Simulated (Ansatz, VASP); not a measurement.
# TiAl3: VASP beside Ansatz

Wanted: the spread between two codes on one cell, functional and k mesh. The cell is a member of a volume series, scaled by 0.94 from a relaxed one, so a pressure remains.

Calculated with Ansatz 0.2.0; plane waves, with VASP 6.6.1 beside it; single point at PBE with D4.

## Step 1: Starting point

The structure is tetragonal, space group I4/mmm (No. 139). The conventional cell has a = 3.728 Å, b = 3.728 Å, c = 8.344 Å, α = 90.00°, β = 90.00°, γ = 90.00°. Ti has 12 Al at 2.64 to 2.80 Å nearest. Al has 8 Al at 2.64 to 2.80 Å and 4 Ti at 2.80 Å nearest. Al has 4 Ti at 2.64 Å and 8 Al at 2.80 Å nearest. Farther neighbours are not listed.

## Step 2: VASP: single point, PBE with D4, volume scaled by 0.94

A single point gives forces, pressure and levels at one fixed geometry, so differences don't come from the geometry; what else differs is listed under the comparison.

Lines of VASP's logs that name or quote its potential files are left out, and so is its time.

INCAR reads:

```
SYSTEM = TiAl3
PREC = Accurate
ENCUT = 400
EDIFF = 1E-06
NELM = 100
ISMEAR = -1
SIGMA = 0.05
LREAL = .FALSE.
ALGO = Normal
GGA = PE
IVDW = 13
NBANDS = 16
LORBIT = 11
LWAVE = .FALSE.
LCHARG = .FALSE.
KPAR = 2
ISIF = 2
```

POSCAR reads:

```
TiAl3
1.0
   -1.8641943229      1.8641943229      4.1722263480
    1.8641943229     -1.8641943229      4.1722263480
    1.8641943229      1.8641943229     -4.1722263480
Ti Al
1 3
Direct
    0.5000000000      0.5000000000      0.0000000000
    0.7500000000      0.2500000000      0.5000000000
    0.2500000000      0.7500000000      0.5000000000
    0.0000000000      0.0000000000      0.0000000000
```

KPOINTS reads:

```
Automatic mesh
0
Gamma
8 8 8
0 0 0
```

The projector-augmented-wave data sets are Ti_sv and Al (PBE family, release 64).

Launch:

```sh
> mpirun -np 2 vasp_std
```

Numbers of over 12 decimals in the logs are rounded to 6 here.

Output:

```text
[banner, memory and clock lines left out]
running    2 mpi-ranks, on    1 nodes
 distrk:  each k-point on    1 cores,    2 groups
 distr:  one band on    1 cores,    1 groups

 POSCAR found type information on POSCAR TiAl
 POSCAR found :  2 types and       4 ions
 LDA part: xc-table for (Slater+PW92), standard interpolation
 POSCAR, INCAR and KPOINTS ok, starting setup
 FFT: planning ... GRIDC
 FFT: planning ... GRID_SOFT
 FFT: planning ... GRID
 WAVECAR not read
 entering main loop
       N       E                     dE             d eps       ncg     rms          rms(c)
DAV:   1     0.115611174300E+03    0.11561E+03   -0.84428E+03  1904   0.101E+03
DAV:   2    -0.101936449071E+02   -0.12580E+03   -0.12374E+03  1912   0.295E+02
DAV:   3    -0.217522374649E+02   -0.11559E+02   -0.11401E+02  3456   0.746E+01
DAV:   4    -0.223278286999E+02   -0.57559E+00   -0.57529E+00  2280   0.146E+01
DAV:   5    -0.223509050010E+02   -0.23076E-01   -0.23075E-01  3016   0.278E+00    0.118E+01
DAV:   6    -0.210570841819E+02    0.12938E+01   -0.24223E+01  2752   0.382E+01    0.595E+00
DAV:   7    -0.205239648181E+02    0.53312E+00   -0.65727E+00  2408   0.197E+01    0.327E+00
DAV:   8    -0.205004853005E+02    0.23480E-01   -0.98206E-01  2400   0.820E+00    0.152E+00
DAV:   9    -0.204654230177E+02    0.35062E-01   -0.31366E-01  2520   0.454E+00    0.216E-01
DAV:  10    -0.204667058470E+02   -0.12828E-02   -0.69630E-03  2328   0.650E-01    0.268E-01
DAV:  11    -0.204653462995E+02    0.13595E-02   -0.73642E-03  2704   0.626E-01    0.430E-02
DAV:  12    -0.204653460302E+02    0.26932E-06   -0.16252E-04  2432   0.984E-02    0.306E-02
DAV:  13    -0.204653457826E+02    0.24757E-06   -0.26614E-06  2392   0.127E-02
   1 F= -.21882370E+02 E0= -.21877127E+02  d E =-.104851E-01
```

From OUTCAR (step 2):

```text
ion  position               nearest neighbor table
   1  0.500  0.500  0.000-   4 2.64   4 2.64   4 2.64   4 2.64   3 2.80   2 2.80   3 2.80   2 2.80
                             3 2.80   3 2.80   2 2.80   2 2.80
   2  0.750  0.250  0.500-   3 2.64   3 2.64   3 2.64   3 2.64   4 2.80   1 2.80   4 2.80   4 2.80
                             1 2.80   1 2.80   4 2.80   1 2.80
   3  0.250  0.750  0.500-   2 2.64   2 2.64   2 2.64   2 2.64   4 2.80   1 2.80   4 2.80   1 2.80
                             4 2.80   4 2.80   1 2.80   1 2.80
   4  0.000  0.000  0.000-   1 2.64   1 2.64   1 2.64   1 2.64   3 2.80   2 2.80   3 2.80   3 2.80
                             2 2.80   2 2.80   3 2.80   2 2.80

  LATTYP: Found a body centered tetragonal cell.
 ALAT       =     3.7283886458
 C/A-ratio  =     2.2380855347

 Subroutine GETGRP returns: Found 16 space group operations
 (whereof 16 operations were pure point group operations)

The static configuration has the point symmetry D_4h.

 Found     59 irreducible k-points:

   k-points           NKPTS =     59   k-points in BZ     NKDIM =     59   number of bands    NBANDS=     16

   dimension x,y,z NGX =    32 NGY =   32 NGZ =   32
   dimension x,y,z NGXF=    64 NGYF=   64 NGZF=   64

   ENCUT  =  400.0 eV  29.40 Ry    5.42 a.u.   8.05  8.05  8.05*2*pi/ulx,y,z

   NELECT =      21.0000    total number of electrons

 k-points in reciprocal lattice and weights: Automatic mesh
   0.00000000  0.00000000  0.00000000       0.002
   0.12500000 -0.00000000  0.00000000       0.016
   0.25000000 -0.00000000  0.00000000       0.016
   0.37500000 -0.00000000  0.00000000       0.016
   0.50000000 -0.00000000  0.00000000       0.008
   0.12500000  0.12500000  0.00000000       0.016
   0.25000000  0.12500000  0.00000000       0.031
   0.37500000  0.12500000  0.00000000       0.031
   0.50000000  0.12500000  0.00000000       0.031
[...]
-0.37500000 -0.37500000  0.37500000       0.004
   0.50000000  0.50000000  0.50000000       0.002

 average (electrostatic) potential at core
       1 -71.0831       2 -70.4712       3 -70.4712       4 -70.5902

 E-fermi :   9.1553

 k-point     1 :       0.0000    0.0000    0.0000
  band No.  band energies     occupation
    ...
      6       6.2260      2.00000
      7       6.4184      2.00000
      8       7.5801      2.00000
      9       7.8396      2.00000
     10       7.8396      2.00000
     11      10.0552      0.00000
     12      11.0614      0.00000
     13      11.0614      0.00000
     14      11.4055      0.00000
     15      12.1214      0.00000
    ...

 k-point     2 :       0.1250   -0.0000    0.0000
  band No.  band energies     occupation
    ...
      6       5.5669      2.00000
      7       6.8273      2.00000
      8       7.2948      2.00000
      9       7.6769      2.00000
     10       7.9653      2.00000
     11       9.5193      0.00138
     12      10.5929      0.00000
     13      11.2636      0.00000
     14      11.6989      0.00000
     15      12.5829      0.00000
    ...

 k-point     3 :       0.2500   -0.0000    0.0000
  band No.  band energies     occupation
    ...
      7       5.8729      2.00000
      8       6.9646      2.00000
      9       8.2173      2.00000
     10       8.2644      2.00000
     11       9.0303      1.84815
     12      10.3009      0.00000
     13      11.3232      0.00000
     14      12.1716      0.00000
     15      13.0000      0.00000
     16      13.9594      0.00000

  DFT-D4 for vdW energy calculation

  Edisp (eV):   -1.41702

  Total       2.90261     2.90261     2.77525     0.00000    -0.00000     0.00000
  in kB      80.18423    80.18423    76.66603     0.00000    -0.00000     0.00000
  external pressure =       79.01 kB  Pullay stress =        0.00 kB

  energy-cutoff  :      400.00
  volume of cell :       58.00
      direct lattice vectors                 reciprocal lattice vectors
    -1.864194323  1.864194323  4.172226348     0.000000000  0.268212382  0.119840095
     1.864194323 -1.864194323  4.172226348     0.268212382  0.000000000  0.119840095
     1.864194323  1.864194323 -4.172226348     0.268212382  0.268212382  0.000000000

 POSITION                                       TOTAL-FORCE (eV/Angst)
 -----------------------------------------------------------------------------------
      0.00000      0.00000      4.17223         0.000000      0.000000     -0.000000
     -0.00000      1.86419      2.08611        -0.000000      0.000000      0.000000
      1.86419     -0.00000      2.08611         0.000000     -0.000000      0.000000
      0.00000      0.00000      0.00000         0.000000      0.000000     -0.000000
 -----------------------------------------------------------------------------------
    total drift:                               -0.000000      0.000000     -0.000000

  FREE ENERGIE OF THE ION-ELECTRON SYSTEM (eV)
  ---------------------------------------------------
  free  energy   TOTEN  =       -21.8823697297 eV

  energy  without entropy=      -21.8718846610  energy(sigma->0) =      -21.87712720

 total charge
# of ion       s       p       d       tot
------------------------------------------
    1        2.177   6.140   2.082  10.399
    2        0.413   0.438   0.000   0.851
    3        0.413   0.438   0.000   0.851
    4        0.451   0.404   0.000   0.856
--------------------------------------------------
tot          3.453   7.422   2.082  12.957

[... 3 further parts left out ...]
```

Dispersion corrections of this kind ignore metallic screening and tend to overbind metals.

## Step 3: Ansatz: single point, PBE with D4, volume scaled by 0.94

Ansatz runs on its default PAW (the set named soft_2) files.

The same cell, functional, mesh and smearing now go to Ansatz, which takes its cutoff from its data sets.

input.yaml reads:

```yaml
crystal:
  lattice:
    - [-1.8641943229, 1.8641943229, 4.172226348]
    - [1.8641943229, -1.8641943229, 4.172226348]
    - [1.8641943229, 1.8641943229, -4.172226348]
  atoms:
    - { symbol: Ti, position: [0.5, 0.5, 0.0] }
    - { symbol: Al, position: [0.75, 0.25, 0.5] }
    - { symbol: Al, position: [0.25, 0.75, 0.5] }
    - { symbol: Al, position: [0.0, 0.0, 0.0] }
hamiltonian:
  xc: pbe
  pseudopotentials: { kind: paw }
  dispersion: d4
kpoints:
  mp_grid: { grid: [8, 8, 8] }
scf:
  occupations: { method: fermi_dirac, width: 0.05 }
  n_extra_bands: 5
output:
  forces: true
  stress: true
  eigenvalues: true
```

Launch:

```sh
> ansatz run input.yaml --threads 2 --pin off --max-ram 4608MiB --backend cpu --events-out ev --progress --plain --runs-dir out
```

Output:

```text
scf.n_extra_bands = 5 over 11 filled bands (N_el = 21.0): the run solves 16 bands
Engine: ansatz 0.2.0, aarch64-unknown-linux-gnu
Pseudopotentials: kind: paw
Pseudopotential: Ti, paw, valence charge 12, recommended cutoff 420 eV (normal), Ti.paw.azcp
Pseudopotential: Al, paw, valence charge 3, recommended cutoff 420 eV (normal), Al.paw.azcp
Functional definition: PBE
  parameter kappa = 0.804
  parameter beta = 0.066725
  exchange = pbe_x(kappa = kappa, mu = beta*pi^2/3)
  correlation = pbe_c(beta = beta)
Crystal: 4 atoms, lattice volume = 57.998 Å³
Basis set: ecut = 420 eV, 1161 PW (Γ), exchange–correlation on 72×72×72 points (8 copies of the dense FFT grid, shifted against one another)
Bands: 16, of which v1, the nominal top of the filled ones, is band 11 counted from 1 (10 counted from 0)
Symmetry: 16 space group operations
Space group: I4/mmm (ITA 139), of the structure as read, at distance tolerance 3.9e-5 Å
k-points: 59 of 512
Non-local potential: Ti, projectors of the file, l = 0: 3, l = 1: 2, l = 2: 3, l = 3: 1
Non-local potential: Al, projectors of the file, l = 0: 2, l = 1: 2, l = 2: 1
PAW form: soft (Blöchl's): semilocal exchange-correlation on the pseudo side does not see the compensation charge
PAW one-centre angular grid: Ti, 590 points (default); XC on 64 Gauss nodes
PAW one-centre angular grid: Al, 110 points (default); XC on 64 Gauss nodes
Initial density: superposition of atomic densities (neutral atoms: chi_scale 0, normalization atom), corrected by the library's trained network
Initial wavefunctions: pseudopotential atomic-orbital guess
Functional: x = pbe(κ = 0.804, μ = 0.219515), c = pbe(β = 0.066725)
SCF iter   1: F=—  HF=-4114.991456 eV  |F-HF|=—  |Δ(HF+E_count)|=         —  Δρ=3.21e-3  dr2=7.04e-3  ethr=1.77e-3  ⟨swp⟩=5.9  Hψ=5515  notcnv=0
preconditioner: auto → Kerker (q_TF=auto, 2.303 Å⁻¹)  [metal: Δε(μ)=0.047 eV  Ē_g=6.277 eV  σ=0.050 eV  W_gap=0.23  n_scr=10 (ndim 8)  ℏωp=17.6 eV  f_vac=0.000  D(μ)=1.20/eV (n_scr^D=10)]
SCF iter   2: F=—  HF=-4114.990476 eV  |F-HF|=—  |Δ(HF+E_count)|=   9.80e-4  Δρ=1.74e-3  dr2=2.15e-3  ethr=3.35e-5  ⟨swp⟩=1.4  Hψ=1443  notcnv=0
SCF iter   3: F=—  HF=-4114.990185 eV  |F-HF|=—  |Δ(HF+E_count)|=   2.91e-4  Δρ=2.37e-4  dr2=3.76e-5  ethr=1.03e-5  ⟨swp⟩=2.1  Hψ=1111  notcnv=0
SCF iter   4: F=—  HF=-4114.990188 eV  |F-HF|=—  |Δ(HF+E_count)|=   3.15e-6  Δρ=5.08e-5  dr2=2.22e-6  ethr=1.79e-7  ⟨swp⟩=2.5  Hψ=1286  notcnv=0
iter 5 did not close the SCF: its close was put off for the readings that it lacked (scf_convergence_deferred on its scf_iter line)
SCF iter   5: F=-4114.990188 eV  HF=-4114.990188 eV  |F-HF|=1.70e-8  |Δ(HF+E_count)|=   5.30e-7  Δρ=8.17e-6  dr2=3.42e-8  ethr=1.06e-8  ⟨swp⟩=2.2  Hψ=1244  notcnv=0
SCF iter   6: F=-4114.990188 eV  HF=-4114.990188 eV  |F-HF|=1.11e-9  |Δ(HF+E_count)|=   5.67e-9  Δρ=2.30e-6  dr2=2.28e-9  ethr=1.63e-10  ⟨swp⟩=3.2  Hψ=3489  notcnv=0
SCF 1 converged in 6 iterations: F = -4114.990188 eV  dr2 = 2.28e-9
  greatest PAW one-centre occupation: 0.999 electrons in one spin orbital (limit 2), on the Ti atom at site 0 (counted from 0), in its partial waves of l = 0
SCF converged after 6 iterations
Free energy (F): -4114.990188 eV
Harris-Foulkes:  -4114.990188 eV  (|F-HF|=1.11e-9)
Internal energy: -4114.979731 eV  (E = F + TS)
E sigma→0 (E₀):  -4114.984960 eV
Entropy (-TS):   -0.010456 eV (-2.614 meV/atom)
Fermi energy:    10.604129 eV
--- Per-component energies (eV) ---
  E_band       = -131.110500
  E_kinetic    = 350.208497
  E_local      = -1151.003807  (includes V_loc(G=0)·N_el)
  E_nonlocal   = 41.334425
  E_hartree    = 513.293813
  E_xc         = -220.680931
  E_vxc        = -214.090178  (∫ρ·V_xc dr)
  E_paw        = -2451.631998  (= ΣΔE_a)
  E_vpaw       = -184.148418  (= ΣTr[D̂ρ^β])
  E_aug_tail   = 0.000109  (compensation charges beyond the density's cutoff)
  E_ewald      = -1195.082350
  E_disp       = -1.417489  (pairwise vdW)
  E_smearing   = -0.010456  (= −TS)
  E_closure    = -0.000000  (closes the sum)
  Σ components = -4114.990188   (vs F -4114.990188, Δ=0.00e0)
--- Forces (eV/Å), atoms counted from 1 ---
  atom   1  Ti     0.00000000    -0.00000000    -0.00000000
  atom   2  Al     0.00000000     0.00000000     0.00000000
  atom   3  Al    -0.00000000     0.00000000     0.00000000
  atom   4  Al     0.00000000     0.00000000     0.00000000
  max |Σ_I F_I| component: 6.94e-18 eV/Å
--- Stress (GPa, compression-positive) ---
        8.359874      -0.000000       0.000000
       -0.000000       8.359874       0.000000
       -0.000000      -0.000000       8.019272
  P = ⅓ Tr σ = 8.2463 GPa (82.463 kbar)
--- Band table (eV; the first three rows and the last of 59) ---
  k-point 0: bands = [... 7 lower, 9.0304, 9.2908, 9.2908, 11.5025, 12.5094, 12.5094, 12.8460, 13.5712, ... 1 higher]
  k-point 1: bands = [... 7 lower, 8.4840, 8.7402, 9.3408, 10.3001, 12.6117, 12.8190, 12.8312, 14.0895, ... 1 higher]
  k-point 2: bands = [... 7 lower, 8.2527, 8.2584, 8.9447, 9.3760, 12.7854, 12.7865, 13.0534, 14.1108, ... 1 higher]
  k-point 58: bands = [... 7 lower, 9.7022, 9.7022, 10.3264, 11.3425, 11.3425, 11.6442, 13.8166, 16.0540, ... 1 higher]
```

It took 3.6 s on 2 threads of Arm Neoverse N1, shared host; peak memory 0.36 GiB; 6.7 s of CPU time.

The run ends at a pressure of 8.25 GPa.

## Step 4: Comparison

Known differences besides the potentials themselves: the cutoff is 420 eV in Ansatz and 400 eV in VASP; VASP leaves aspherical gradient terms in its spheres out (LASPH is not set), Ansatz keeps them. Total energies have different zeros and are not compared.

The two programs side by side:

| quantity | Ansatz | VASP | difference |
| --- | --- | --- | --- |
| pressure (GPa) | 8.25 | 7.90 | +0.35 |
| pressure without Ansatz's Pulay correction (GPa) | 8.19 | 7.90 | +0.28 |

Ansatz's pressure holds a Pulay correction of 0.06 GPa; VASP's holds none.

## Step 5: Summary of results

* difference in pressure (single point, PBE with D4, volume scaled by 0.94): 0.35 GPa

The difference in pressure is 0.35 GPa (single point, PBE with D4, volume scaled by 0.94), within the 1 GPa picked in this series as the mark of a large difference. How closely two codes agree says nothing of how well the functional describes the real material.

[Lines on the potential files, build, host, timing and source positions are cut from VASP's logs without a mark.]

[Logs are printed without paths, hosts, clocks, repeated set-up lines and the standing remarks that a program may print on its own settings, such as how far it seeks lower states.]

[Hosts, paths, dates, database ids (printed as entryN), source tags and the programs' standing remarks are cut or masked in the printed files.]
